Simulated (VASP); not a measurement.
Input for VASP

### POSCAR
```
PtSe2
1
    1.8650000000    -3.2302750000     0.0000000000
    1.8650000000     3.2302750000     0.0000000000
    0.0000000000     0.0000000000     5.0800000000
Pt Se
1 2
Direct
  0.0000000000   0.0000000000   0.0000000000
  0.3333330000   0.6666670000   0.2550000000
  0.6666670000   0.3333330000   0.7450000000
```

**KPOINTS**
```
Automatic mesh
0
Gamma
5 5 4
0 0 0
```

### INCAR
```
SYSTEM = PtSe2
PREC = Accurate
ENCUT = 400
EDIFF = 1E-6
NELM = 100
ALGO = Normal
LREAL = .FALSE.
LASPH = .TRUE.
ISMEAR = 0
SIGMA = 0.05
GGA = PE
LMAXMIX = 6
LWAVE = .FALSE.
LCHARG = .FALSE.
ISIF = 2
IBRION = 0
NSW = 3
TEBEG = 300
```

POTCAR, in this order: Pt Se (PBE.64 set). Program: vasp_std.

The resulting files:

standard output:
```
 POSCAR found type information on POSCAR PtSe
 POSCAR found :  2 types and       3 ions
 Reading from existing POTCAR

 -----------------------------------------------------------------------------
|                                                                             |
|     EEEEEEE  RRRRRR   RRRRRR   OOOOOOO  RRRRRR      ###     ###     ###     |
|     E        R     R  R     R  O     O  R     R     ###     ###     ###     |
|     E        R     R  R     R  O     O  R     R     ###     ###     ###     |
|     EEEEE    RRRRRR   RRRRRR   O     O  RRRRRR       #       #       #      |
|     E        R   R    R   R    O     O  R   R                               |
|     E        R    R   R    R   O     O  R    R      ###     ###     ###     |
|     EEEEEEE  R     R  R     R  OOOOOOO  R     R     ###     ###     ###     |
|                                                                             |
|     Fatal error! IBRION=0, but no entry for POTIM on file INCAR. MUST       |
|     be specified!                                                           |
|                                                                             |
|       ---->  I REFUSE TO CONTINUE WITH THIS SICK JOB ... BYE!!! <----       |
|                                                                             |
 -----------------------------------------------------------------------------
```

Question: Read input and log: which fault does this run have?
A. molecular dynamics (IBRION = 0) was asked for without POTIM
B. LDA potentials were taken and GGA is not set, so the run is LDA and not PBE
C. LEPSILON was set with a meta-GGA
D. the tetrahedron method needs a mesh, and KPOINTS holds a single point

Answer: A, molecular dynamics (IBRION = 0) was asked for without POTIM. VASP stops with an error: Fatal error! IBRION=0, but no entry for POTIM on file INCAR. MUST be specified! ----> I REFUSE TO CONTINUE WITH THIS SICK JOB ... BYE!!! <----

To mend it, set POTIM to the time step in fs (1 to 2 fs suits most solids). The plain static run on this cell (PBE GGA, plane waves, VASP's PBE PAW potentials (set 64)) converges, and its OSZICAR ends with
```
   1 F= -.14225065E+02 E0= -.14224534E+02  d E =-.106004E-02
```

The compound is PtSe2 in the 1T layered structure. The cell was not relaxed at this level.
